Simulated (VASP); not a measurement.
# LiTaO3 (space group R3c): computed properties

These are PBEsol GGA, VASP's PBE PAW potentials (set 64) (plane waves; VASP 6.6.1) values and carry that method's errors.

| Quantity | Result |
|---|---|
| space group | R3c (161) |
| cell | a = b = 5.1432 Å, c = 13.7829 Å, α = β = 90.00°, γ = 120.00° |
| volume per atom | 10.52 Å³/atom |
| band gap (over mesh and band path) | 3.70 eV |
| smallest direct gap (over mesh and band path) | 3.73 eV |
| density | 7.44 g/cm³ |
| mean ε∞ (independent particles) | 5.44 |

```cif
data_Li2O6Ta2
_chemical_formula_sum 'Li2 Ta2 O6'
_space_group_name_H-M_alt 'P 1'
_space_group_IT_number 1
_cell_length_a 5.47039
_cell_length_b 5.47039
_cell_length_c 5.47039
_cell_angle_alpha 56.081
_cell_angle_beta 56.081
_cell_angle_gamma 56.081
loop_
_space_group_symop_operation_xyz
  'x, y, z'
loop_
_atom_site_label
_atom_site_type_symbol
_atom_site_fract_x
_atom_site_fract_y
_atom_site_fract_z
_atom_site_occupancy
Li1 Li 0.71720 0.71720 0.71720 1
Li2 Li 0.21720 0.21720 0.21720 1
Ta1 Ta 0.00139 0.00139 0.00139 1
Ta2 Ta 0.50139 0.50139 0.50139 1
O1 O 0.77503 0.38318 0.13501 1
O2 O 0.13501 0.77503 0.38318 1
O3 O 0.38318 0.13501 0.77503 1
O4 O 0.63501 0.88318 0.27503 1
O5 O 0.88318 0.27503 0.63501 1
O6 O 0.27503 0.63501 0.88318 1
```

Unless said otherwise, spin-orbit coupling is left out, though it shifts the bands of the heavy elements here.

The structure comes from a computed database's LiTaO3 entry (R3c); how it stands against other phases isn't given here. It was relaxed first. Symmetry was kept, so distortions that lower it aren't found.
